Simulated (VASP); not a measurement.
**Ir: band structure with LDA**

The system is Ir.

```
CELL_PARAMETERS angstrom
0.00000 1.91729 1.91729
1.91729 0.00000 1.91729
1.91729 1.91729 0.00000
ATOMIC_POSITIONS crystal
Ir 0.00000 0.00000 0.00000
```

```
Program                : VASP 6.6.1
Task                   : band structure
Functional             : LDA
Potentials or basis    : VASP PAW LDA potentials, release 64 (Ir)
Cutoff                 : 520 eV
k mesh                 : 16 × 16 × 16
Occupations            : methfessel-paxton, width 0.1 eV
Spin                   : no spin polarisation
Further INCAR settings : ALGO = Normal; EDIFF = 1e-06; NBANDS = 10
```

```json
{
 "Pressure": "-4.5 GPa",
 "Band gap along the path": "none (metal or under the smearing width)"
}
```

Levels at the corners of the path, in eV from the Fermi level:
```
point  band 2  band 3  band 4  band 5  band 6  band 7
    Γ   -3.93   -3.93   -3.93   -1.18   -1.18   14.34
    X   -7.40    0.90    1.49    1.49    1.74   10.57
    X   -7.40    0.90    1.49    1.49    1.74   10.57
    W   -4.91   -4.91   -1.80    1.49    8.24    9.12
    W   -4.91   -4.91   -1.80    1.49    8.24    9.12
    K   -6.02   -2.90   -0.87    0.61    6.36    7.76
    K   -6.02   -2.90   -0.87    0.61    6.36    7.76
    Γ   -3.93   -3.93   -3.93   -1.18   -1.18   14.34
    Γ   -3.93   -3.93   -3.93   -1.18   -1.18   14.34
    L   -4.02   -4.02   -0.72    0.92    0.92    7.31
    L   -4.02   -4.02   -0.72    0.92    0.92    7.31
    U   -6.02   -2.90   -0.87    0.61    6.36    7.76
    U   -6.02   -2.90   -0.87    0.61    6.36    7.76
    W   -4.91   -4.91   -1.80    1.49    8.24    9.12
    W   -4.91   -4.91   -1.80    1.49    8.24    9.12
    L   -4.02   -4.02   -0.72    0.92    0.92    7.31
    L   -4.02   -4.02   -0.72    0.92    0.92    7.31
    K   -6.02   -2.90   -0.87    0.61    6.36    7.76
    U   -6.02   -2.90   -0.87    0.61    6.36    7.76
    X   -7.40    0.90    1.49    1.49    1.74   10.57
```

It took 5.5 s on 4 MPI ranks on Intel(R) Xeon(R) Platinum 8488C (Sapphire Rapids), on a shared host, peak memory 0.14 GiB a rank.

Caveat: spin-orbit coupling is left out, which moves the levels of the heavy elements.
